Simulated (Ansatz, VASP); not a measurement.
# Te2Mo: VASP beside Ansatz

One calculation is typed for both programs; each brings its own data sets. How far apart do they land? The cell is taken from a series of runs on this material, whose earlier steps may have relaxed, scaled, displaced or heated it; both programs get it as it stands.

Program: Ansatz 0.2.0. Level of theory: plane waves, with VASP 6.6.1 beside it; G0W0 gap at PBE. Results are calculated unless marked as measured.

**1. Starting point**

It takes space group P6_3/mmc (No. 194, hexagonal). Conventional cell: a = 3.496 Å, b = 3.496 Å, c = 13.702 Å, α = 90.00°, β = 90.00°, γ = 120.00°. Nearest to Te lie 3 Mo at 2.72 Å. Nearest to Mo lie 6 Te at 2.72 Å. Farther neighbours and most contacts between anions are not listed.

**2. Ansatz: G0W0 gap, PBE**

Ansatz runs on its default PAW (the set named soft_2) files.

Quasiparticle shifts depend on high empty states and on the cores, so they are the hardest test of two PAW sets.

The input, input.yaml:

```yaml
crystal:
  lattice:
    - [3.4963747438, 0.0, 0.0]
    - [-1.7481873719, 3.0279493493, 0.0]
    - [0.0, 0.0, 13.7017445786]
  atoms:
    - { symbol: Te, position: [0.3333333333, 0.6666666667, 0.6173474744] }
    - { symbol: Te, position: [0.6666666667, 0.3333333333, 0.1173474744] }
    - { symbol: Te, position: [0.3333333333, 0.6666666667, 0.8826525256] }
    - { symbol: Te, position: [0.6666666667, 0.3333333333, 0.3826525256] }
    - { symbol: Mo, position: [0.3333333333, 0.6666666667, 0.25] }
    - { symbol: Mo, position: [0.6666666667, 0.3333333333, 0.75] }
kpoints:
  mp_grid: { grid: [6, 6, 2] }
hamiltonian:
  xc: pbe
scf:
  occupations: { method: fixed }
gw:
  n_empty_bands: 465
  ecut_chi: 126
  qp_bands: [v2, c2]
  qp_kpoints: band_edges
  screening: { model: contour_deformation }
```

Command:

```console
ansatz run input.yaml --threads 3 --pin off --max-ram 64512MiB --backend cuda --devices 1 --max-vram 24GiB --events-out ev --progress --plain --runs-dir out
```

Numbers of over 12 decimals in the logs are rounded to 6 here.

What it wrote:

```text
GPUs: using 1 of 1 available (devices: 1).
Engine: ansatz 0.2.0, x86_64-unknown-linux-gnu
Pseudopotentials: kind: paw
Pseudopotential: Te, paw, valence charge 16, recommended cutoff 420 eV (normal), Te.paw.azcp
Pseudopotential: Mo, paw, valence charge 14, recommended cutoff 420 eV (normal), Mo.paw.azcp
Functional definition: PBE
  parameter kappa = 0.804
  parameter beta = 0.066725
  exchange = pbe_x(kappa = kappa, mu = beta*pi^2/3)
  correlation = pbe_c(beta = beta)
device memory: the entry about to start is reckoned to put 2.7 GiB on a device that reports 72.2 GiB free (of which the cap on the GPU budget leaves the run 24.0 GiB)
GPU FFT provider: cuFFT
GPU libraries: cuBLAS 13.8.2, cuFFT 12.4.0, cuSOLVER 12.3.4
Crystal: 6 atoms, lattice volume = 145.058 Å³
Basis set: ecut = 420 eV, 2835 PW (Γ)
Bands: 56, of which v1, the nominal top of the filled ones, is band 46 counted from 1 (45 counted from 0)
Symmetry: 24 space group operations
Space group: P63/mmc (ITA 194), of the structure as read, at distance tolerance 5.3e-5 Å
k-points: 14 of 72
Non-local potential: Te, projectors of the file, l = 0: 2, l = 1: 2, l = 2: 2, l = 3: 2
Non-local potential: Mo, projectors of the file, l = 0: 3, l = 1: 2, l = 2: 2, l = 3: 1
PAW form: soft (Blöchl's): semilocal exchange-correlation on the pseudo side does not see the compensation charge
PAW one-centre angular grid: Te, 590 points (default); XC on 64 Gauss nodes
PAW one-centre angular grid: Mo, 590 points (default); XC on 64 Gauss nodes
Initial density: superposition of atomic densities (neutral atoms: chi_scale 0, normalization atom), corrected by the library's trained network
Initial wavefunctions: pseudopotential atomic-orbital guess
GPU buffer pool allocated for 55296 grid points (all kernels)
GPU transforms: local potential and band sums: pruned to the plane-wave sphere, on 24×24×96
Functional: x = pbe(κ = 0.804, μ = 0.219515), c = pbe(β = 0.066725)
SCF iter   1: F=—  HF=-37833.302175 eV  |F-HF|=—  |Δ(HF+E_count)|=         —  Δρ=4.30e-3  dr2=1.12e-2  ethr=1.77e-3  ⟨swp⟩=4.9  Hψ=2460  notcnv=0  defer=95
preconditioner: auto → Resta (q_TF=auto, 2.529 Å⁻¹)  ε∞=7.0  [insulator: Δε(μ)=0.719 eV  Ē_g=7.537 eV  n_scr=52 (ndim 8)  ℏωp=18.5 eV  f_vac=0.012  ε∞_Penn≈7.0]
SCF iter   2: F=—  HF=-37833.309811 eV  |F-HF|=—  |Δ(HF+E_count)|=   7.64e-3  Δρ=2.54e-3  dr2=3.62e-3  ethr=1.22e-5  ⟨swp⟩=2.6  Hψ=1205  notcnv=0  defer=109
SCF iter   3: F=—  HF=-37833.312873 eV  |F-HF|=—  |Δ(HF+E_count)|=   3.06e-3  Δρ=1.25e-3  dr2=1.43e-3  ethr=3.94e-6  ⟨swp⟩=2.0  Hψ=958  notcnv=0  defer=109
SCF iter   4: F=—  HF=-37833.313831 eV  |F-HF|=—  |Δ(HF+E_count)|=   9.59e-4  Δρ=1.07e-4  dr2=1.27e-5  ethr=1.56e-6  ⟨swp⟩=2.0  Hψ=1000  notcnv=0  defer=109
SCF iter   5: F=—  HF=-37833.313851 eV  |F-HF|=—  |Δ(HF+E_count)|=   1.99e-5  Δρ=4.24e-5  dr2=2.54e-6  ethr=1.38e-8  ⟨swp⟩=3.0  Hψ=1419  notcnv=0  defer=71
SCF iter   6: F=—  HF=-37833.313856 eV  |F-HF|=—  |Δ(HF+E_count)|=   4.49e-6  Δρ=1.05e-5  dr2=1.88e-7  ethr=2.76e-9  ⟨swp⟩=2.0  Hψ=992  notcnv=0  defer=71
SCF iter   7: F=-37833.313856 eV  HF=-37833.313856 eV  |F-HF|=1.24e-8  |Δ(HF+E_count)|=   1.96e-7  Δρ=3.39e-6  dr2=2.24e-8  ethr=1.09e-10  ⟨swp⟩=10.9  Hψ=2849  notcnv=0
SCF 1 converged in 7 iterations: F = -37833.313856 eV  dr2 = 2.24e-8
  greatest PAW one-centre occupation: 0.998 electrons in one spin orbital (limit 2), on the Mo atom at site 5 (counted from 0), in its partial waves of l = 0
device memory: the entry about to start is reckoned to put 3.3 GiB (of the 3.4 GiB reckoned in all, the device holds 0.1 GiB already) on a device that reports 71.8 GiB free (of which the cap on the GPU budget leaves the run 24.0 GiB)
NSCF: frozen V_eff on 14 k-points
the band table was solved once the SCF had ended and its energy, with any forces and stress, was formed, with the checks that follow a solve (3073 applications of the Hamiltonian). They found nothing against the state; the energy, forces and stress were not computed again (output.eigenvalues in the input reference)
device memory: the entry about to start is reckoned to put 5.2 GiB on a device that reports 72.0 GiB free (of which the cap on the GPU budget leaves the run 24.0 GiB)
NSCF: frozen V_eff on 14 k-points
G₀W₀ screening: q 1/14
[... further progress lines ...]
SCF converged after 7 iterations
Free energy (F): -37833.313856 eV
Harris-Foulkes:  -37833.313856 eV  (|F-HF|=1.24e-8)
Internal energy: -37833.313856 eV  (E = F + TS)
E sigma→0 (E₀):  -37833.313856 eV
Fermi energy:    13.090715 eV
--- Per-component energies (eV) ---
  E_band       = -1093.361698
  E_kinetic    = 1610.824106
  E_local      = -6940.517209  (includes V_loc(G=0)·N_el)
  E_nonlocal   = -952.615572
  E_hartree    = 3938.768010
  E_xc         = -866.721240
  E_vxc        = -878.257571  (∫ρ·V_xc dr)
  E_paw        = -25053.933186  (= ΣΔE_a)
  E_vpaw       = -1810.335653  (= ΣTr[D̂ρ^β])
  E_aug_tail   = -0.000574  (compensation charges beyond the density's cutoff)
  E_ewald      = -9569.118191
  E_smearing   = -0.000000  (= −TS)
  E_closure    = 0.000000  (closes the sum)
  Σ components = -37833.313856   (vs F -37833.313856, Δ=0.00e0)
--- Band table (eV; the first three rows and the last of 14) ---
  k-point 0: bands = [... 42 lower, 12.0902, 12.0902, 12.9110, 13.0907, 15.9653, 15.9653, 16.1483, 16.1483, ... 6 higher]
  k-point 1: bands = [... 42 lower, 12.0660, 12.0660, 13.0438, 13.0438, 16.0051, 16.0051, 16.0051, 16.0051, ... 6 higher]
  k-point 2: bands = [... 42 lower, 11.8358, 11.9928, 12.5943, 12.8193, 14.8738, 15.1487, 15.1593, 15.3946, ... 6 higher]
  k-point 13: bands = [... 42 lower, 10.9879, 10.9879, 12.8240, 12.8240, 14.1006, 14.1006, 14.6022, 14.6022, ... 6 higher]
--- G₀W₀: contour deformation, 7 samples at zero and on the imaginary axis and 1 off it, 72 q-points, 465 empty bands' worth ---
  eigenvalues of the whole cell's RPA ε∞ on this k-mesh (on a slab, of 1 + 4πα/V) = 12.9472, 20.0313, 20.0313; static W/v taken at q = 0 is 0.053031
  bands read: the sum over 511 bands ends inside a degenerate multiplet in 8 slots, whose members it reads at an even weight; the widest, k=1: bands 511 to 512 (counted from 1) at 1/2 each
  gw.qp_kpoints: band_edges: 12 of 14 stored k-points solved, in 1 pass; an edge of the gap read off the rows below is read off those points alone
    valence top: of the k-points left out ik 11 came nearest to being solved in a further pass, in band 46 (counted from 1, as in the quasiparticle table): it holds the edge there only if its correction is more favourable than any solved in that band by at least 0.469 eV; those differ by 0.464 eV
    conduction bottom: of the k-points left out ik 11 came nearest to being solved in a further pass, in band 47 (counted from 1, as in the quasiparticle table): it holds the edge there only if its correction is more favourable than any solved in that band by at least 0.437 eV; those differ by 0.316 eV
    ik  band        ε_KS         Σx   Σc(E_QP)       V_xc       Z   E_QP_lin       E_QP  E_QP is
     0    45     12.9110   -16.2762     0.9554   -14.9045  0.7706    12.4917    12.4947  root
     0    46     13.0907   -18.8338     0.2657   -18.5909  0.7280    13.1135    13.1135  root
     0    47     15.9653   -12.6584    -4.0938   -16.8537  0.7331    16.0670    16.0668  root
     0    48     15.9653   -12.6584    -4.0938   -16.8537  0.7331    16.0670    16.0668  root
     1    45     13.0438   -18.1661     0.4603   -17.6194  0.7386    12.9574    12.9575  root
     1    46     13.0438   -18.1661     0.4603   -17.6194  0.7386    12.9574    12.9575  root
     1    47     16.0051   -12.6309    -4.1232   -16.8434  0.7299    16.0947    16.0945  root
     1    48     16.0051   -12.6309    -4.1232   -16.8434  0.7299    16.0947    16.0945  root
     2    45     12.5943   -18.6124     0.6225   -17.9854  0.7252    12.5898    12.5898  root
     2    46     12.8193   -16.3728     0.9356   -15.0452  0.7689    12.4247    12.4273  root
     2    47     14.8738   -13.2199    -4.0185   -17.3869  0.7287    15.0230    15.0223  root
     2    48     15.1487   -13.1911    -4.1725   -17.5103  0.7136    15.2963    15.2953  root
     3    45     12.6596   -17.8585     0.7213   -17.0056  0.7396    12.5277    12.5280  root
     3    46     12.6596   -17.8585     0.7213   -17.0056  0.7396    12.5277    12.5280  root
     3    47     15.0468   -13.3658    -4.0613   -17.5920  0.7280    15.2126    15.2117  root
     3    48     15.0468   -13.3658    -4.0613   -17.5920  0.7280    15.2126    15.2117  root
     4    45     12.1829   -17.7966     1.1430   -16.4709  0.7339    11.9993    12.0002  root
     4    46     12.3861   -18.2609     0.9505   -17.1924  0.7331    12.2678    12.2681  root
     4    47     14.1558   -14.1900    -3.9915   -18.4573  0.7220    14.4333    14.4316  root
     4    48     14.5323   -14.4783    -3.9163   -18.6371  0.7189    14.7764    14.7748  root
     6    45     12.4388   -16.4230     1.0403   -15.0392  0.7568    12.0927    12.0953  root
     6    46     12.8388   -16.9836     0.8269   -15.8671  0.7591    12.5478    12.5492  root
     6    47     14.3647   -16.2014    -4.1962   -20.8026  0.7000    14.7743    14.7696  root
     6    48     14.4370   -15.8500    -4.2446   -20.4732  0.7015    14.8199    14.8155  root
[...]
12    45     12.7098   -17.7390     0.3981   -17.3679  0.7183    12.7367    12.7368  root
    12    46     13.0157   -18.5536     0.1693   -18.4564  0.7183    13.0876    13.0877  root
    12    47     14.0470   -12.4400    -3.6462   -16.2934  0.7514    14.2549    14.2542  root
    12    48     14.0882   -15.3674    -4.0104   -19.7135  0.7102    14.4264    14.4238  root
    13    45     12.8240   -17.9383     0.2777   -17.7050  0.7193    12.8684    12.8684  root
    13    46     12.8240   -17.9383     0.2777   -17.7050  0.7193    12.8684    12.8684  root
    13    47     14.1006   -15.3594    -4.0167   -19.7090  0.7103    14.4360    14.4335  root
    13    48     14.1006   -15.3594    -4.0167   -19.7090  0.7103    14.4360    14.4335  root
```

(Continued in part 2 of 2.)

[Lines on the potential files, build, host, timing and source positions are cut from VASP's logs without a mark.]

[Logs are printed without paths, hosts, clocks, repeated set-up lines and the standing remarks that a program may print on its own settings, such as how far it seeks lower states.]

[Hosts, paths, dates, database ids (printed as entryN), source tags and the programs' standing remarks are cut or masked in the printed files.]
